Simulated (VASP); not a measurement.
A convergence study with VASP on PbSe (rock salt): one setting is varied, all else stays as given below, so the limit is that of these other settings.

```
CELL_PARAMETERS angstrom
      0.00000     3.06000     3.06000
      3.06000     0.00000     3.06000
      3.06000     3.06000     0.00000
ATOMIC_POSITIONS crystal
  Pb 0.00000 0.00000 0.00000
  Se 0.50000 0.50000 0.50000
```

Method: PBEsol GGA, VASP's PBE PAW potentials (set 64) (plane waves; VASP). The tightest run used: 550 eV cut-off, 12×12×12 Monkhorst-Pack mesh, Gaussian smearing of 0.050 eV, potentials Pb_d Se.

**Question.** The settings run are 1×1×1 mesh; 2×2×2 mesh; 3×3×3 mesh; 4×4×4 mesh; 5×5×5 mesh; 6×6×6 mesh; 7×7×7 mesh; 8×8×8 mesh; 9×9×9 mesh; 10×10×10 mesh; 11×11×11 mesh; 12×12×12 mesh. From which on does the energy per atom stay within 0.001 eV/atom of the tightest run?

**Answer.** From 8×8×8 mesh on: it is off by 0.0000 there and by no more than 0.001 in any finer run, while 7×7×7 mesh is off by 0.0017.
| setting | E (eV/atom) | pressure (GPa) | irreducible k-points | difference judged (eV/atom) |
|---|---|---|---|---|
| 1×1×1 mesh | -2.0124 | 21.32 | 1 | 2.4455 |
| 2×2×2 mesh | -4.7533 | -3.13 | 2 | 0.2953 |
| 3×3×3 mesh | -4.5193 | -1.44 | 4 | 0.0613 |
| 4×4×4 mesh | -4.4670 | -0.53 | 10 | 0.0091 |
| 5×5×5 mesh | -4.4651 | -0.63 | 10 | 0.0071 |
| 6×6×6 mesh | -4.4580 | -0.43 | 28 | 0.0000 |
| 7×7×7 mesh | -4.4596 | -0.50 | 20 | 0.0017 |
| 8×8×8 mesh | -4.4580 | -0.43 | 60 | 0.0000 |
| 9×9×9 mesh | -4.4585 | -0.46 | 35 | 0.0006 |
| 10×10×10 mesh | -4.4580 | -0.43 | 110 | 0.0000 |
| 11×11×11 mesh | -4.4581 | -0.44 | 56 | 0.0002 |
| 12×12×12 mesh | -4.4579 | -0.43 | 182 | 0.0000 |

Left out are rungs that failed or repeat a setting and relaxations that didn't move; long series are thinned to 24 rows.

The compound is PbSe in the rock salt structure. The cell was not relaxed at this level.
